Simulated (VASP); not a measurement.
Consider the following.

```yaml
crystal:
  lattice:
    - [1.35960, -2.35489, 0.00000]
    - [1.35960, 2.35489, 0.00000]
    - [0.00000, 0.00000, 4.28559]
  atoms:
    - { symbol: Ru, position: [0.33333, 0.66667, 0.25000] }
    - { symbol: Ru, position: [0.66667, 0.33333, 0.75000] }
```

Computed with PBE GGA, VASP's PBE PAW potentials (set 64) (plane waves; VASP). Settings: 530 eV cut-off, 14×14×8 Γ-centred mesh, first-order Methfessel-Paxton smearing of 0.10 eV, potentials Ru_pv.

Finite-difference elastic constants of metals are sensitive to mesh and smearing; shear constants can be off by tens of GPa.

Question: Give the elastic stiffness tensor with the ions relaxed (GPa, in the frame of the cell).

Answer: 
|  | xx | yy | zz | yz | xz | xy |
|---|---|---|---|---|---|---|
| xx | 545 | 214 | 171 | 0.0 | 0.0 | 0.0 |
| yy | 214 | 545 | 171 | 0.0 | 0.0 | 0.0 |
| zz | 171 | 171 | 655 | 0.0 | 0.0 | 0.0 |
| yz | 0.0 | 0.0 | 0.0 | 191 | 0.0 | 0.0 |
| xz | 0.0 | 0.0 | 0.0 | 0.0 | 191 | 0.0 |
| xy | 0.0 | 0.0 | 0.0 | 0.0 | 0.0 | 165 |

Question: What does the run give for the Hill bulk modulus, Hill shear modulus, Young's modulus, Poisson's ratio?

Answer: 
| Quantity | Value |
|---|---|
| Hill bulk modulus | 317 GPa |
| Hill shear modulus | 187 GPa |
| Young's modulus | 470 GPa |
| Poisson's ratio | 0.253 |

Measured: C11 563 GPa (computed value off by -3.2 %), C12 188 GPa (computed value off by +14.0 %), C13 168 GPa (computed value off by +1.6 %), C33 624 GPa (computed value off by +4.9 %), C44 181 GPa (computed value off by +5.6 %), as given by Michael J. Mehl et al., Physical review. B, Condensed matter (1996), arXiv:mtrl-th/9602003. The calculation is for a static lattice, while the measured C11, C12, C13, C33, C44 hold thermal and zero-point effects, which are part of the difference.

The compound is Ru in the hcp structure. It was relaxed first.
